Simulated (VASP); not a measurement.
# Ag16H2C: core-level shifts, part 2 of 3

Wanted: the chemical shifts that photoemission would resolve in Ag16H2C.

VASP 6.6.1, plane waves and PAW; the level of theory is named at each step.

So far. Step 2 (Relaxation): The forces on the free atoms are under 0.05 eV/Å, while the fixed ones keep up to 0.073 eV/Å.

### 3. Initial state

Level of this step: PBE; plane waves and PAW (H, C, Ag) (VASP).

The cell without a hole gives, with ICORELEVEL = 1, the Kohn-Sham core levels of the initial state.

The input, INCAR:

```
SYSTEM = Ag16H2C
PREC = Normal
ENCUT = 400
EDIFF = 1E-05
NELM = 120
ISMEAR = 0
SIGMA = 0.1
LREAL = Auto
ALGO = Fast
GGA = PE
NBANDS = 112
LASPH = .TRUE.
LORBIT = 11
LWAVE = .FALSE.
LCHARG = .FALSE.
KPAR = 2
NCORE = 4
ICORELEVEL = 1
ISIF = 0
LVHAR = .TRUE.
```

The input, POSCAR:

```
Ag16H2C
1.0
    5.8689862838      0.0000000000      0.0000000000
    2.9344931419      5.0826912163      0.0000000000
    0.0000000000      0.0000000000     24.7580108514
H C Ag
2 1 16
Direct
    0.1565775573      0.0001228078      0.6974869481
    0.8451838562      0.0001132948      0.6975647654
    0.0001696778      0.0011713649      0.6729564979
    0.9997219661      0.0005957180      0.5911276123
    0.5002702657      0.9995235729      0.5874267925
    0.9996741147      0.5002401759      0.5938850070
    0.4999207138      0.5003424361      0.5938818183
    0.8334095484      0.3331828814      0.4955092877
    0.3318667354      0.3362564876      0.4953458575
    0.8361137900      0.8318543267      0.4943961733
    0.3320897558      0.8318345798      0.4943681394
    0.1666666670      0.1666666670      0.3997091560
    0.6666666670      0.1666666670      0.3997091560
    0.1666666670      0.6666666670      0.3997091560
    0.6666666670      0.6666666670      0.3997091560
    0.0000000000      0.0000000000      0.3029322530
    0.5000000000      0.0000000000      0.3029322530
    0.0000000000      0.5000000000      0.3029322530
    0.5000000000      0.5000000000      0.3029322530
```

The input, KPOINTS:

```
Automatic mesh
0
Gamma
4 4 1
0 0 0
```

The projector-augmented-wave data sets are H, C and Ag (PBE family, release 64).

Started as:

```sh
> mpirun -np 8 vasp_std
```

The program printed:

```text
[... set-up lines as in an earlier step ...]
 entering main loop
       N       E                     dE             d eps       ncg     rms          rms(c)
DAV:   1     0.101128400152E+04    0.10113E+04   -0.73470E+04  2256   0.115E+03
DAV:   2    -0.148046487571E+02   -0.10261E+04   -0.97417E+03  2456   0.276E+02
DAV:   3    -0.610830563255E+02   -0.46278E+02   -0.45194E+02  2536   0.543E+01
DAV:   4    -0.621267507401E+02   -0.10437E+01   -0.10405E+01  2480   0.814E+00
DAV:   5    -0.621583834667E+02   -0.31633E-01   -0.31624E-01  2552   0.143E+00    0.208E+01
RMM:   6    -0.581206502886E+02    0.40377E+01   -0.20431E+01  2425   0.139E+01    0.155E+01
RMM:   7    -0.560185021539E+02    0.21021E+01   -0.35134E+00  2483   0.392E+00    0.111E+01
RMM:   8    -0.546853473979E+02    0.13332E+01   -0.11595E+00  2492   0.279E+00    0.693E+00
RMM:   9    -0.542325637492E+02    0.45278E+00   -0.42024E-01  2392   0.164E+00    0.145E+00
RMM:  10    -0.541971683117E+02    0.35395E-01   -0.57930E-02  2436   0.603E-01    0.621E-01
RMM:  11    -0.541899882127E+02    0.71801E-02   -0.95003E-03  2511   0.268E-01    0.287E-01
RMM:  12    -0.541879741315E+02    0.20141E-02   -0.32916E-03  2486   0.131E-01    0.130E-01
RMM:  13    -0.541871206476E+02    0.85348E-03   -0.22147E-03  2542   0.926E-02    0.561E-02
RMM:  14    -0.541870642108E+02    0.56437E-04   -0.24209E-04  2507   0.413E-02    0.387E-02
RMM:  15    -0.541870464978E+02    0.17713E-04   -0.29128E-04  2560   0.306E-02    0.195E-02
RMM:  16    -0.541871769490E+02   -0.13045E-03   -0.91019E-05  2127   0.167E-02    0.126E-02
RMM:  17    -0.541874207134E+02   -0.24376E-03   -0.45571E-05  1846   0.108E-02    0.823E-03
RMM:  18    -0.541875225462E+02   -0.10183E-03   -0.16957E-05  1733   0.661E-03    0.371E-03
RMM:  19    -0.541876243569E+02   -0.10181E-03   -0.12772E-05  1677   0.531E-03    0.266E-03
RMM:  20    -0.541876907423E+02   -0.66385E-04   -0.32419E-06  1154   0.306E-03    0.133E-03
RMM:  21    -0.541877381573E+02   -0.47415E-04   -0.18762E-06  1000   0.252E-03    0.988E-04
RMM:  22    -0.541877842279E+02   -0.46071E-04   -0.22278E-06   970   0.244E-03    0.598E-04
RMM:  23    -0.541877985731E+02   -0.14345E-04   -0.64930E-07   761   0.194E-03    0.324E-04
RMM:  24    -0.541878036880E+02   -0.51149E-05   -0.28481E-07   630   0.177E-03
   1 F= -.54187804E+02 E0= -.54170276E+02  d E =-.350548E-01
```

Wall time 34 s (8 MPI ranks of Intel Xeon 6975P-C (Granite Rapids), shared host); peak memory 2 GiB.

From OUTCAR (step 3):

```text
The static configuration has the point symmetry C_1 .

 Found     10 irreducible k-points:

   NELECT =     182.0000    total number of electrons

 the core state eigenenergies are
   1-
   2-
   3-  1s   -265.2969
   4-  1s -25322.2790  2s  -3725.9863  2p  -3341.4907  3s   -680.8039  3p   -554.5708
       3d   -355.6657  4s    -91.8581  4p    -55.2783
   5-  1s -25321.4587  2s  -3725.1079  2p  -3340.6134  3s   -680.0208  3p   -553.7873
       3d   -354.8683  4s    -91.2793  4p    -54.7483
   6-  1s -25321.4167  2s  -3725.0562  2p  -3340.5626  3s   -679.9636  3p   -553.7301
       3d   -354.8113  4s    -91.2087  4p    -54.6748
   7-  1s -25321.4167  2s  -3725.0563  2p  -3340.5626  3s   -679.9637  3p   -553.7302
       3d   -354.8113  4s    -91.2087  4p    -54.6748
   8-  1s -25321.6183  2s  -3725.2840  2p  -3340.7891  3s   -680.1687  3p   -553.9353
       3d   -355.0204  4s    -91.3647  4p    -54.8185
   9-  1s -25321.6211  2s  -3725.2870  2p  -3340.7919  3s   -680.1752  3p   -553.9418
       3d   -355.0265  4s    -91.3785  4p    -54.8337
  10-  1s -25321.6309  2s  -3725.2995  2p  -3340.8043  3s   -680.1857  3p   -553.9522
       3d   -355.0373  4s    -91.3848  4p    -54.8390
  11-  1s -25321.6306  2s  -3725.2992  2p  -3340.8040  3s   -680.1854  3p   -553.9520
       3d   -355.0370  4s    -91.3847  4p    -54.8389
  12-  1s -25321.6070  2s  -3725.2722  2p  -3340.7771  3s   -680.1650  3p   -553.9315
       3d   -355.0157  4s    -91.3779  4p    -54.8352
  13-  1s -25321.6070  2s  -3725.2722  2p  -3340.7770  3s   -680.1649  3p   -553.9315
       3d   -355.0156  4s    -91.3778  4p    -54.8351
  14-  1s -25321.6506  2s  -3725.3171  2p  -3340.8219  3s   -680.2074  3p   -553.9739
       3d   -355.0584  4s    -91.4148  4p    -54.8708
  15-  1s -25321.6374  2s  -3725.3036  2p  -3340.8085  3s   -680.1925  3p   -553.9591
       3d   -355.0437  4s    -91.3976  4p    -54.8533
  16-  1s -25321.5590  2s  -3725.2054  2p  -3340.7119  3s   -680.0980  3p   -553.8646
       3d   -354.9477  4s    -91.3144  4p    -54.7747
  17-  1s -25321.5197  2s  -3725.1677  2p  -3340.6743  3s   -680.0576  3p   -553.8242
       3d   -354.9077  4s    -91.2688  4p    -54.7281
  18-  1s -25321.5460  2s  -3725.1928  2p  -3340.6994  3s   -680.0853  3p   -553.8519
       3d   -354.9351  4s    -91.3017  4p    -54.7622
  19-  1s -25321.5459  2s  -3725.1928  2p  -3340.6993  3s   -680.0853  3p   -553.8519
       3d   -354.9350  4s    -91.3017  4p    -54.7621

 E-fermi :   0.4490

 k-point     1 :       0.0000    0.0000    0.0000
  band No.  band energies     occupation
    ...
     84      -2.2599      2.00000
     85      -2.2375      2.00000
     86      -1.0267      2.00000
     87       0.0404      2.00000
     88       0.2974      1.96798
     89       0.6792      0.00113
     90       0.7030      0.00033
     91       0.8404      0.00000
     92       1.3988      0.00000
     93       1.4320      0.00000
    ...

 k-point     2 :       0.2500    0.0000    0.0000
  band No.  band energies     occupation
    ...
     87      -0.9906      2.00000
     88      -0.5920      2.00000
     89      -0.0028      2.00000
     90       0.2837      1.98057
     91       0.4070      1.44726
     92       0.6603      0.00280
     93       0.9200      0.00000
     94       1.1707      0.00000
     95       1.3798      0.00000
     96       1.9930      0.00000
    ...

 POSITION                                       TOTAL-FORCE (eV/Angst)
 -----------------------------------------------------------------------------------
      0.91931      0.00062     17.26839        -0.023671      0.003720     -0.032567
      4.96070      0.00058     17.27032         0.004005      0.003571     -0.019138
      0.00443      0.00595     16.66106         0.020371     -0.000312      0.036685
      5.86910      0.00303     14.63514        -0.000367     -0.003568     -0.049538
      5.86917      5.08027     14.54352        -0.000602      0.003867      0.007984
      7.33503      2.54257     14.70341         0.003420     -0.002139     -0.020360
      4.40228      2.54309     14.70333        -0.003570     -0.002364     -0.020925
      5.86899      1.69347     12.26782        -0.000106      0.003477      0.019220
      2.93446      1.70909     12.26378         0.000165     -0.014901     -0.020033
      7.34821      4.22806     12.24027        -0.013197      0.008937     -0.003835
      4.39004      4.22796     12.23957         0.012780      0.009285     -0.002214
      1.46725      0.84712      9.89600         0.043092      0.026785     -0.009496
      4.40174      0.84712      9.89600        -0.042957      0.026155     -0.009524
      2.93449      3.38846      9.89600        -0.000381     -0.055608     -0.024122
      5.86899      3.38846      9.89600         0.000701     -0.004346     -0.011593
      0.00000      0.00000      7.50000        -0.000058      0.012744      0.072324
      2.93449      0.00000      7.50000         0.000205      0.006299      0.049769
      1.46725      2.54135      7.50000        -0.002609     -0.010731      0.018577
      4.40174      2.54135      7.50000         0.002778     -0.010871      0.018786
 -----------------------------------------------------------------------------------
    total drift:                               -0.001569     -0.006695      0.032009

  FREE ENERGIE OF THE ION-ELECTRON SYSTEM (eV)
  ---------------------------------------------------
  free  energy   TOTEN  =       -54.1878036880 eV

  energy  without entropy=      -54.1527488870  energy(sigma->0) =      -54.17027629

 total charge
# of ion       s       p       d       tot
------------------------------------------
    1        0.633   0.045   0.000   0.678
    2        0.633   0.046   0.000   0.679
    3        0.868   1.518   0.000   2.387
    4        0.466   0.396   9.066   9.927
    5        0.415   0.195   9.203   9.813
    6        0.381   0.196   9.195   9.772
    7        0.381   0.196   9.195   9.772
    8        0.407   0.273   9.159   9.839
    9        0.407   0.272   9.163   9.842
   10        0.412   0.278   9.160   9.850
   11        0.412   0.277   9.161   9.850
   12        0.408   0.266   9.169   9.843
   13        0.408   0.266   9.169   9.843
   14        0.407   0.272   9.165   9.845
   15        0.409   0.270   9.165   9.844
   16        0.411   0.201   9.179   9.791
   17        0.421   0.199   9.176   9.797
   18        0.417   0.198   9.179   9.794
   19        0.417   0.198   9.179   9.794
--------------------------------------------------
tot          8.713   5.561 146.683 160.957

[... 7 parts as in an earlier step ...]

[... 5 further parts left out ...]
```

This step gave:

| Item | Value |
| --- | --- |
| Fermi energy | 0.449 eV |

### 4. Core hole, atom Ag4

This step: final-state core hole with the electron kept at the Fermi level, PBE; plane waves and PAW (Ag, H, C, Ag) (VASP 6.6.1).

System of this step: Ag16H2C. The cell holds 19 atoms: 16 Ag, 2 H and 1 C. Its edges and angles: a = 5.869 Å, b = 5.869 Å, c = 24.758 Å, α = 90.0°, β = 90.0°, γ = 60.0°. It derives from Ag. Adsorbate: added CH2, site ontop, coverage in monolayers 0.25, cell 2x2, faces one. Vacuum lies along c.

A core electron of Ag4 (3d) is moved to the Fermi level; this atom comes first in POSCAR as a species of its own.

Changes to INCAR since step 3:

```diff
@@ -12,3 +12,2 @@
 LASPH = .TRUE.
-LORBIT = 11
 LWAVE = .FALSE.
@@ -17,4 +16,7 @@
 NCORE = 4
-ICORELEVEL = 1
+ICORELEVEL = 2
+CLNT = 1
+CLN = 3
+CLL = 2
+CLZ = 1
 ISIF = 0
-LVHAR = .TRUE.
```

Changes to POSCAR since step 3:

```diff
@@ -5,5 +5,6 @@
     0.0000000000      0.0000000000     24.7580108514
-H C Ag
-2 1 16
+Ag H C Ag
+1 2 1 15
 Direct
+    0.9997219661      0.0005957180      0.5911276123
     0.1565775573      0.0001228078      0.6974869481
@@ -11,3 +12,2 @@
     0.0001696778      0.0011713649      0.6729564979
-    0.9997219661      0.0005957180      0.5911276123
     0.5002702657      0.9995235729      0.5874267925
```

KPOINTS is that of step 3.

PAW data sets: Ag, H, C and Ag (PBE family, release 64).

Started as:

```sh
> mpirun -np 8 vasp_std
```

The program printed:

```text
[banner, memory and clock lines left out]
running    8 mpi-ranks, on    1 nodes
 distrk:  each k-point on    4 cores,    2 groups
 distr:  one band on    4 cores,    1 groups

 POSCAR found type information on POSCAR AgH C Ag
 POSCAR found :  4 types and      19 ions
 LDA part: xc-table for (Slater+PW92), standard interpolation
 POSCAR, INCAR and KPOINTS ok, starting setup
 FFT: planning ... GRIDC
 FFT: planning ... GRID_SOFT
 FFT: planning ... GRID
 WAVECAR not read
 entering main loop
       N       E                     dE             d eps       ncg     rms          rms(c)
DAV:   1     0.836411964001E+03    0.83641E+03   -0.74552E+04  2280   0.115E+03
DAV:   2    -0.193079235778E+03   -0.10295E+04   -0.98430E+03  2448   0.281E+02
DAV:   3    -0.237629207799E+03   -0.44550E+02   -0.43532E+02  2576   0.539E+01
DAV:   4    -0.238672448072E+03   -0.10432E+01   -0.10399E+01  2528   0.823E+00
DAV:   5    -0.238704393314E+03   -0.31945E-01   -0.31939E-01  2648   0.142E+00    0.601E+01
RMM:   6    -0.234125456424E+03    0.45789E+01   -0.20913E+01  2442   0.141E+01    0.213E+01
RMM:   7    -0.243708544017E+03   -0.95831E+01   -0.14553E+01  2616   0.734E+00    0.219E+01
RMM:   8    -0.230586209272E+03    0.13122E+02   -0.61316E+00  2542   0.622E+00    0.585E+00
RMM:   9    -0.230197700910E+03    0.38851E+00   -0.10902E+00  2476   0.255E+00    0.347E+00
RMM:  10    -0.230051656785E+03    0.14604E+00   -0.20347E-01  2479   0.119E+00    0.777E-01
RMM:  11    -0.230035398248E+03    0.16259E-01   -0.26577E-02  2473   0.480E-01    0.506E-01
RMM:  12    -0.230034152330E+03    0.12459E-02   -0.69135E-03  2497   0.200E-01    0.383E-01
RMM:  13    -0.230032905564E+03    0.12468E-02   -0.40353E-03  2535   0.155E-01    0.138E-01
RMM:  14    -0.230032629143E+03    0.27642E-03   -0.59998E-04  2510   0.696E-02    0.632E-02
RMM:  15    -0.230032637108E+03   -0.79655E-05   -0.42240E-04  2549   0.382E-02    0.309E-02
RMM:  16    -0.230032686177E+03   -0.49069E-04   -0.46730E-05  1785   0.155E-02    0.148E-02
RMM:  17    -0.230032882257E+03   -0.19608E-03   -0.58412E-05  1891   0.143E-02    0.133E-02
RMM:  18    -0.230033037830E+03   -0.15557E-03   -0.24863E-05  1773   0.838E-03    0.544E-03
RMM:  19    -0.230033154571E+03   -0.11674E-03   -0.13807E-05  1677   0.539E-03    0.395E-03
RMM:  20    -0.230033219752E+03   -0.65182E-04   -0.63501E-06  1420   0.383E-03    0.193E-03
RMM:  21    -0.230033270050E+03   -0.50298E-04   -0.21353E-06  1050   0.278E-03    0.172E-03
RMM:  22    -0.230033303930E+03   -0.33880E-04   -0.11610E-06   954   0.239E-03    0.104E-03
RMM:  23    -0.230033324879E+03   -0.20949E-04   -0.50114E-07   726   0.193E-03    0.491E-04
RMM:  24    -0.230033333753E+03   -0.88737E-05   -0.36042E-07   664   0.186E-03
   1 F= -.23003333E+03 E0= -.23001968E+03  d E =-.273016E-01
```

The job ended after 34 s (8 MPI ranks; peak memory 2 GiB).

Parts of OUTCAR (step 4):

```text
The static configuration has the point symmetry C_1 .

 Found     10 irreducible k-points:

   NELECT =     183.0000    total number of electrons

 the core state eigenenergies are
   1-  1s -25382.3941  2s  -3782.8260  2p  -3399.2207  3s   -716.3648  3p   -590.2795
       3d   -393.9350  4s   -101.2571  4p    -63.3428
   2-
   3-
   4-  1s   -264.9587
   5-  1s -25321.6018  2s  -3725.2584  2p  -3340.7638  3s   -680.1628  3p   -553.9293
       3d   -355.0116  4s    -91.4050  4p    -54.8708
   6-  1s -25321.5619  2s  -3725.2069  2p  -3340.7130  3s   -680.1104  3p   -553.8769
       3d   -354.9587  4s    -91.3480  4p    -54.8126
   7-  1s -25321.5621  2s  -3725.2070  2p  -3340.7131  3s   -680.1104  3p   -553.8770
       3d   -354.9588  4s    -91.3481  4p    -54.8127
   8-  1s -25321.6928  2s  -3725.3614  2p  -3340.8663  3s   -680.2443  3p   -554.0109
       3d   -355.0964  4s    -91.4366  4p    -54.8895
   9-  1s -25321.5948  2s  -3725.2618  2p  -3340.7666  3s   -680.1533  3p   -553.9198
       3d   -355.0042  4s    -91.3632  4p    -54.8198
  10-  1s -25321.7006  2s  -3725.3717  2p  -3340.8763  3s   -680.2576  3p   -554.0241
       3d   -355.1094  4s    -91.4559  4p    -54.9099
  11-  1s -25321.7006  2s  -3725.3717  2p  -3340.8763  3s   -680.2576  3p   -554.0241
       3d   -355.1094  4s    -91.4559  4p    -54.9099
  12-  1s -25321.6692  2s  -3725.3343  2p  -3340.8392  3s   -680.2259  3p   -553.9924
       3d   -355.0767  4s    -91.4362  4p    -54.8930
  13-  1s -25321.6694  2s  -3725.3345  2p  -3340.8394  3s   -680.2260  3p   -553.9925
       3d   -355.0768  4s    -91.4362  4p    -54.8930
  14-  1s -25321.6456  2s  -3725.3124  2p  -3340.8171  3s   -680.2064  3p   -553.9730
       3d   -355.0571  4s    -91.4220  4p    -54.8798
  15-  1s -25321.7495  2s  -3725.4150  2p  -3340.9200  3s   -680.3004  3p   -554.0670
       3d   -355.1520  4s    -91.4977  4p    -54.9515
  16-  1s -25321.6031  2s  -3725.2498  2p  -3340.7565  3s   -680.1391  3p   -553.9057
       3d   -354.9892  4s    -91.3486  4p    -54.8074
  17-  1s -25321.5607  2s  -3725.2082  2p  -3340.7147  3s   -680.1004  3p   -553.8670
       3d   -354.9502  4s    -91.3164  4p    -54.7767
  18-  1s -25321.5997  2s  -3725.2462  2p  -3340.7528  3s   -680.1382  3p   -553.9048
       3d   -354.9880  4s    -91.3535  4p    -54.8137
  19-  1s -25321.5996  2s  -3725.2461  2p  -3340.7527  3s   -680.1381  3p   -553.9047
       3d   -354.9879  4s    -91.3534  4p    -54.8136

 E-fermi :   0.4892

 k-point     1 :       0.0000    0.0000    0.0000
  band No.  band energies     occupation
    ...
     86      -1.6699      2.00000
     87      -0.2572      2.00000
     88       0.0311      2.00000
     89       0.5071      0.80015
     90       0.5202      0.66137
     91       0.7463      0.00028
     92       1.1744      0.00000
     93       1.2003      0.00000
     94       1.3472      0.00000
     95       1.4492      0.00000
    ...

 k-point     2 :       0.2500    0.0000    0.0000
  band No.  band energies     occupation
    ...
     88      -0.9005      2.00000
     89      -0.2359      2.00000
     90       0.0883      2.00000
     91       0.3108      1.98840
     92       0.5017      0.86043
     93       0.7427      0.00034
     94       0.9285      0.00000
     95       1.2306      0.00000
     96       1.8715      0.00000
     97       2.2810      0.00000
    ...

 POSITION                                       TOTAL-FORCE (eV/Angst)
 -----------------------------------------------------------------------------------
      5.86910      0.00303     14.63514        -0.004332     -0.005327     -1.165830
      0.91931      0.00062     17.26839        -0.042247      0.004171     -0.025762
      4.96070      0.00058     17.27032         0.022469      0.004060     -0.012192
      0.00443      0.00595     16.66106         0.023703     -0.007294      1.294328
      5.86917      5.08027     14.54352         0.000347     -0.001444     -0.026483
      7.33503      2.54257     14.70341        -0.007003      0.006823     -0.021430
      4.40228      2.54309     14.70333         0.006606      0.005750     -0.021894
      5.86899      1.69347     12.26782         0.000200      0.042344     -0.025616
      2.93446      1.70909     12.26378        -0.000034      0.011519      0.001261
      7.34821      4.22806     12.24027        -0.016811     -0.015400     -0.030885
      4.39004      4.22796     12.23957         0.016251     -0.014909     -0.029160
      1.46725      0.84712      9.89600         0.029687      0.004026      0.025991
      4.40174      0.84712      9.89600        -0.029484      0.003642      0.026082
      2.93449      3.38846      9.89600        -0.000420     -0.034636      0.005194
      5.86899      3.38846      9.89600         0.000718      0.002970      0.006684
      0.00000      0.00000      7.50000         0.000109      0.002454      0.023641
      2.93449      0.00000      7.50000         0.000058      0.007893     -0.004239
      1.46725      2.54135      7.50000         0.006202     -0.008275     -0.009884
      4.40174      2.54135      7.50000        -0.006021     -0.008366     -0.009807
 -----------------------------------------------------------------------------------
    total drift:                               -0.001629     -0.004179      0.032134

  FREE ENERGIE OF THE ION-ELECTRON SYSTEM (eV)
  ---------------------------------------------------
  free  energy   TOTEN  =      -230.0333337527 eV

  energy  without entropy=     -230.0060321450  energy(sigma->0) =     -230.01968295

[... 7 parts as in an earlier step ...]

[... 5 further parts left out ...]
```

This run has no spin polarisation.

Numbers from this step:

```
free energy (TOTEN)     : -230.0333 eV
energy at zero smearing : -230.0197 eV
Fermi energy            : 0.4892 eV
```

This is the reference for holes on Ag.

(Part 2 of 3 ends here.)

[Lines on the potential files, build, host, timing and source positions are cut from VASP's logs without a mark.]

[Logs are printed without paths, hosts, clocks, repeated set-up lines and the standing remarks that a program may print on its own settings, such as how far it seeks lower states.]

[Hosts, paths, dates, database ids (printed as entryN), source tags and the programs' standing remarks are cut or masked in the printed files.]
